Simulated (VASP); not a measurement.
# Native point defects of NbP, part 2 of 4

Aim: formation energies of the vacancies and antisites of NbP, in the two limits of its composition. The start is a computed cell from the Materials Project.

VASP 6.6.1, plane waves and PAW; the level of theory is named at each step.

So far. Step 2 (The host at zero pressure): The run ended after 8 ionic steps, 0.027 eV below its first step, once forces and stress met EDIFFG = -0.02.

## (3) The perfect supercell

Level of this step: PBEsol; plane waves and PAW (Nb_pv, P) (VASP).

System of this step: NbP. The cell holds 48 atoms: 24 Nb and 24 P. Cell: a = 12.253 Å, b = 12.253 Å, c = 18.379 Å, α = 148.4°, β = 148.4°, γ = 45.2°. It derives from NbP.

The same cell, mesh and cutoff without the defect give the energy to subtract and, in a gapped host, the band edges to count from, so that most errors cancel.

Input file INCAR:

```
SYSTEM = NbP
PREC = Normal
ENCUT = 300
EDIFF = 1E-05
NELM = 120
ISMEAR = 1
SIGMA = 0.2
LREAL = Auto
ALGO = Fast
GGA = PS
NBANDS = 232
LASPH = .TRUE.
LORBIT = 11
LWAVE = .FALSE.
LCHARG = .FALSE.
KPAR = 4
NCORE = 2
```

Input file POSCAR:

```
NbP
1.0
   -3.3312328146      3.3312328146     11.3106934306
    3.3312328146     -3.3312328146     11.3106934306
    4.9968492219      4.9968492219    -16.9660401459
Nb P
24 24
Direct
    0.1251296450      0.3751296449      0.1666666667
    0.1251296450      0.3751296449      0.5000000000
    0.1251296450      0.3751296449      0.8333333333
    0.1251296450      0.8751296449      0.1666666667
    0.1251296450      0.8751296449      0.5000000000
    0.1251296450      0.8751296449      0.8333333333
    0.6251296450      0.3751296449      0.1666666667
    0.6251296450      0.3751296449      0.5000000000
    0.6251296450      0.3751296449      0.8333333333
    0.6251296450      0.8751296449      0.1666666667
    0.6251296450      0.8751296449      0.5000000000
    0.6251296450      0.8751296449      0.8333333333
    0.2501296450      0.2501296450      0.0000000000
    0.2501296450      0.2501296450      0.3333333333
    0.2501296450      0.2501296450      0.6666666667
    0.2501296450      0.7501296449      0.0000000000
    0.2501296450      0.7501296450      0.3333333333
    0.2501296450      0.7501296450      0.6666666667
    0.7501296450      0.2501296450      0.0000000000
    0.7501296450      0.2501296450      0.3333333333
    0.7501296450      0.2501296449      0.6666666667
    0.7501296450      0.7501296450      0.0000000000
    0.7501296450      0.7501296449      0.3333333333
    0.7501296450      0.7501296449      0.6666666667
    0.4161846401      0.1661846400      0.1666666667
    0.4161846401      0.1661846400      0.5000000000
    0.4161846401      0.1661846400      0.8333333333
    0.4161846401      0.6661846400      0.1666666667
    0.4161846401      0.6661846400      0.5000000000
    0.4161846401      0.6661846400      0.8333333333
    0.9161846400      0.1661846400      0.1666666667
    0.9161846400      0.1661846400      0.5000000000
    0.9161846401      0.1661846400      0.8333333333
    0.9161846400      0.6661846400      0.1666666667
    0.9161846401      0.6661846400      0.5000000000
    0.9161846401      0.6661846400      0.8333333333
    0.0411846400      0.0411846400      0.0000000000
    0.0411846401      0.0411846400      0.3333333333
    0.0411846401      0.0411846401      0.6666666667
    0.0411846401      0.5411846400      0.0000000000
    0.0411846401      0.5411846400      0.3333333333
    0.0411846400      0.5411846400      0.6666666667
    0.5411846400      0.0411846400      0.0000000000
    0.5411846400      0.0411846400      0.3333333333
    0.5411846400      0.0411846400      0.6666666667
    0.5411846401      0.5411846400      0.0000000000
    0.5411846400      0.5411846400      0.3333333333
    0.5411846400      0.5411846400      0.6666666667
```

Input file KPOINTS:

```
Automatic mesh
0
Gamma
4 4 3
0 0 0
```

The projector-augmented-wave data sets are Nb_pv and P (PBE family, release 64).

On the command line:

```bash
> mpirun -np 8 vasp_std
```

What it wrote:

```text
[banner, memory and clock lines left out]
running    8 mpi-ranks, on    1 nodes
 distrk:  each k-point on    2 cores,    4 groups
 distr:  one band on    2 cores,    1 groups

 POSCAR found type information on POSCAR NbP
 POSCAR found :  2 types and      48 ions
 [... a notice as in an earlier step ...]

 LDA part: xc-table for (Slater+PW92), standard interpolation
 POSCAR, INCAR and KPOINTS ok, starting setup
 FFT: planning ... GRIDC
 FFT: planning ... GRID_SOFT
 FFT: planning ... GRID
 WAVECAR not read
 entering main loop
       N       E                     dE             d eps       ncg     rms          rms(c)
DAV:   1     0.353163837896E+04    0.35316E+04   -0.13171E+05  8016   0.116E+03
DAV:   2    -0.132433845136E+03   -0.36641E+04   -0.35521E+04 10160   0.631E+02
DAV:   3    -0.458027570956E+03   -0.32559E+03   -0.31034E+03 12992   0.168E+02
DAV:   4    -0.477639518608E+03   -0.19612E+02   -0.18965E+02 12696   0.391E+01
DAV:   5    -0.478529015951E+03   -0.88950E+00   -0.87072E+00 12896   0.855E+00    0.119E+02
RMM:   6    -0.448881530867E+03    0.29647E+02   -0.10966E+02 10844   0.249E+01    0.369E+01
RMM:   7    -0.450913572528E+03   -0.20320E+01   -0.52612E+01 11822   0.112E+01    0.151E+01
RMM:   8    -0.450407161900E+03    0.50641E+00   -0.35535E+00 12578   0.399E+00    0.153E+01
RMM:   9    -0.449475953918E+03    0.93121E+00   -0.51067E+00 11193   0.491E+00    0.186E+00
RMM:  10    -0.449498121490E+03   -0.22168E-01   -0.48740E-01 11376   0.169E+00    0.867E-01
RMM:  11    -0.449508107873E+03   -0.99864E-02   -0.11994E-01 12067   0.551E-01    0.839E-01
RMM:  12    -0.449526150295E+03   -0.18042E-01   -0.98203E-02 11416   0.471E-01    0.177E+00
RMM:  13    -0.449521552184E+03    0.45981E-02   -0.14831E-02 12204   0.227E-01    0.162E+00
RMM:  14    -0.449512424340E+03    0.91278E-02   -0.23676E-02 11162   0.258E-01    0.697E-01
RMM:  15    -0.449512538046E+03   -0.11371E-03   -0.93205E-03 11927   0.119E-01    0.413E-01
RMM:  16    -0.449513014696E+03   -0.47665E-03   -0.22855E-03 10185   0.521E-02    0.425E-01
RMM:  17    -0.449512658781E+03    0.35591E-03   -0.24844E-03 11169   0.564E-02    0.181E-01
RMM:  18    -0.449512545164E+03    0.11362E-03   -0.21138E-03 11700   0.680E-02    0.745E-02
RMM:  19    -0.449512605122E+03   -0.59958E-04   -0.68360E-04 10354   0.281E-02    0.362E-02
RMM:  20    -0.449512635472E+03   -0.30350E-04   -0.32220E-04  8865   0.243E-02    0.275E-02
RMM:  21    -0.449512654134E+03   -0.18662E-04   -0.19182E-04  7381   0.136E-02    0.205E-02
RMM:  22    -0.449512662051E+03   -0.79172E-05   -0.89864E-05  6744   0.105E-02
   1 F= -.44951266E+03 E0= -.44953386E+03  d E =0.635970E-01
```

Run time: 20 min. Hardware: 8 MPI ranks of Intel Xeon Platinum 8259CL at 2.50GHz (Skylake/Cascade Lake), shared host; peak memory 5.2 GiB.

Parts of OUTCAR (step 3):

```text
  LATTYP: Found a base centered monoclinic cell.
 ALAT       =    18.1019281584
 B/A-ratio  =     0.5205052837
 C/A-ratio  =     0.5000000000
 COS(beta)  =    -0.2191658766

 Subroutine GETGRP returns: Found  2 space group operations
 (whereof  1 operations were pure point group operations)

The static configuration has the point symmetry C_1 .
 The point group associated with its full space group is C_1h.

 Found     17 irreducible k-points:

   k-points           NKPTS =     17   k-points in BZ     NKDIM =     17   number of bands    NBANDS=    232

   dimension x,y,z NGX =    54 NGY =   54 NGZ =   80
   dimension x,y,z NGXF=   108 NGYF=  108 NGZF=  160

   ENCUT  =  300.0 eV  22.05 Ry    4.70 a.u.  17.30 17.30 25.96*2*pi/ulx,y,z

   NELECT =     384.0000    total number of electrons

 E-fermi :   7.1984

 k-point     1 :       0.0000    0.0000    0.0000
  band No.  band energies     occupation
    ...
    188       6.7714      2.01009
    189       6.7877      2.01340
    190       6.7877      2.01340
    191       7.1932      1.04406
    192       7.1932      1.04402
    193       7.2716      0.42438
    194       7.2716      0.42436
    195       8.0239     -0.00000
    196       8.1071     -0.00000
    197       8.1071     -0.00000
    ...

 k-point     2 :       0.2500    0.0000    0.0000
  band No.  band energies     occupation
    ...
    188       6.8385      2.02889
    189       6.8703      2.04243
    190       6.8963      2.05435
    191       6.9215      2.06465
    192       7.0684      1.88223
    193       7.3002      0.25016
    194       7.4559     -0.06980
    195       7.6386     -0.00791
    196       7.7940     -0.00021
    197       7.8498     -0.00004
    ...

  Total       -3.2372630     -3.2372630     -3.1525646     -0.2750829      0.0970891      0.0970891
  in kB       -6.8871274     -6.8871274     -6.7069354     -0.5852261      0.2065525      0.2065526
  external PRESSURE =      -6.8270634 kB  Pullay stress =       0.0000000 kB

  energy-cutoff  :      300.00
  volume of cell :      753.10
      direct lattice vectors                 reciprocal lattice vectors
    -3.331232815  3.331232815 11.310693431    -0.000000000  0.150094583  0.044205955
     3.331232815 -3.331232815 11.310693431     0.150094583 -0.000000000  0.044205955
     4.996849222  4.996849222-16.966040146     0.100063055  0.100063055  0.000000000

 POSITION                                       TOTAL-FORCE (eV/Angst)
 -----------------------------------------------------------------------------------
      1.66562      0.00000      2.83061         0.002647     -0.000635     -0.005375
      3.33123      1.66562     -2.82474         0.002647     -0.000635     -0.005375
      4.99685      3.33123     -8.48009         0.002647     -0.000635     -0.005375
      3.33123     -1.66562      8.48595         0.002647     -0.000635     -0.005375
      4.99685      0.00000      2.83061         0.002647     -0.000635     -0.005375
      6.66247      1.66562     -2.82474         0.002647     -0.000635     -0.005375
     -0.00000      1.66562      8.48595         0.002647     -0.000635     -0.005375
      1.66562      3.33123      2.83061         0.002647     -0.000635     -0.005375
      3.33123      4.99685     -2.82474         0.002647     -0.000635     -0.005375
      1.66562      0.00000     14.14130         0.002647     -0.000635     -0.005375
      3.33123      1.66562      8.48595         0.002647     -0.000635     -0.005375
      4.99685      3.33123      2.83061         0.002647     -0.000635     -0.005375
      0.00000      0.00000      5.65828        -0.000635      0.002647     -0.005375
      1.66562      1.66562      0.00293        -0.000635      0.002647     -0.005375
      3.33123      3.33123     -5.65241        -0.000635      0.002647     -0.005375
      1.66562     -1.66562     11.31363        -0.000635      0.002647     -0.005375
      3.33123     -0.00000      5.65828        -0.000635      0.002647     -0.005375
      4.99685      1.66562      0.00293        -0.000635      0.002647     -0.005375
     -1.66562      1.66562     11.31363        -0.000635      0.002647     -0.005375
     -0.00000      3.33123      5.65828        -0.000635      0.002647     -0.005375
      1.66562      4.99685      0.00293        -0.000635      0.002647     -0.005375
      0.00000      0.00000     16.96897        -0.000635      0.002647     -0.005375
      1.66562      1.66562     11.31363        -0.000635      0.002647     -0.005375
      3.33123      3.33123      5.65828        -0.000635      0.002647     -0.005375
     -0.00000      1.66562      3.75933        -0.000110     -0.001903      0.005375
      1.66562      3.33123     -1.89602        -0.000110     -0.001903      0.005375
      3.33123      4.99685     -7.55137        -0.000110     -0.001903      0.005375
      1.66562      0.00000      9.41467        -0.000110     -0.001903      0.005375
      3.33123      1.66562      3.75933        -0.000110     -0.001903      0.005375
      4.99685      3.33123     -1.89602        -0.000110     -0.001903      0.005375
     -1.66562      3.33123      9.41467        -0.000110     -0.001903      0.005375
      0.00000      4.99685      3.75933        -0.000110     -0.001903      0.005375
      1.66562      6.66247     -1.89602        -0.000110     -0.001903      0.005375
      0.00000      1.66562     15.07002        -0.000110     -0.001903      0.005375
      1.66562      3.33123      9.41467        -0.000110     -0.001903      0.005375
      3.33123      4.99685      3.75933        -0.000110     -0.001903      0.005375
      0.00000      0.00000      0.93165        -0.001903     -0.000110      0.005375
      1.66562      1.66562     -4.72369        -0.001903     -0.000110      0.005375
[...]
-----------------------------------------------------------------------------------
    total drift:                                0.015258      0.015263      0.016261

  FREE ENERGIE OF THE ION-ELECTRON SYSTEM (eV)
  ---------------------------------------------------
  free  energy   TOTEN  =      -449.5126620514 eV

  energy  without entropy=     -449.5762590053  energy(sigma->0) =     -449.53386104

 total charge
# of ion       s       p       d       tot
------------------------------------------
    1        0.334   6.388   3.140   9.862
    2        0.334   6.388   3.140   9.862
    3        0.334   6.388   3.140   9.862
    4        0.334   6.388   3.140   9.862
    5        0.334   6.388   3.140   9.862
    6        0.334   6.388   3.140   9.862
    7        0.334   6.388   3.140   9.862
    8        0.334   6.388   3.140   9.862
    9        0.334   6.388   3.140   9.862
   10        0.334   6.388   3.140   9.862
   11        0.334   6.388   3.140   9.862
   12        0.334   6.388   3.140   9.862
   13        0.334   6.388   3.140   9.862
   14        0.334   6.388   3.140   9.862
   15        0.334   6.388   3.140   9.862
   16        0.334   6.388   3.140   9.862
   17        0.334   6.388   3.140   9.862
   18        0.334   6.388   3.140   9.862
   19        0.334   6.388   3.140   9.862
   20        0.334   6.388   3.140   9.862
   21        0.334   6.388   3.140   9.862
   22        0.334   6.388   3.140   9.862
   23        0.334   6.388   3.140   9.862
   24        0.334   6.388   3.140   9.862
   25        1.019   1.531   0.000   2.550
   26        1.019   1.531   0.000   2.550
   27        1.019   1.531   0.000   2.550
   28        1.019   1.531   0.000   2.550
   29        1.019   1.531   0.000   2.550
   30        1.019   1.531   0.000   2.550
   31        1.019   1.531   0.000   2.550
   32        1.019   1.531   0.000   2.550
   33        1.019   1.531   0.000   2.550
   34        1.019   1.531   0.000   2.550
   35        1.019   1.531   0.000   2.550
   36        1.019   1.531   0.000   2.550
   37        1.019   1.531   0.000   2.550
[...]
--------------------------------------------------
tot         32.470 190.066  75.348 297.884

[... 7 further parts left out ...]
```

Numbers from this step:

```yaml
electronic_cycles: 22
electrons: 384
free_energy_toten: -449.5127 eV
energy_at_zero_smearing: -449.5339 eV
fermi_energy: 7.198 eV
```

A spacing of under 0.3 eV between levels on this mesh is not given as a gap, since the run was smeared as a metal.

The host is treated as a metal, as its relaxation found a gap under 0.3 eV or none, and only the neutral defect is run.

(Part 2 of 4 ends here.)

[Lines on the potential files, build, host, timing and source positions are cut from VASP's logs without a mark.]

[Logs are printed without paths, hosts, clocks, repeated set-up lines and the standing remarks that a program may print on its own settings, such as how far it seeks lower states.]

[Hosts, paths, dates, database ids (printed as entryN), source tags and the programs' standing remarks are cut or masked in the printed files.]

[In band tables of VASP the shares of atoms and orbitals are scaled to a sum of 1 inside the atoms' spheres.]

[Runs that stopped without an error message from VASP are left out.]
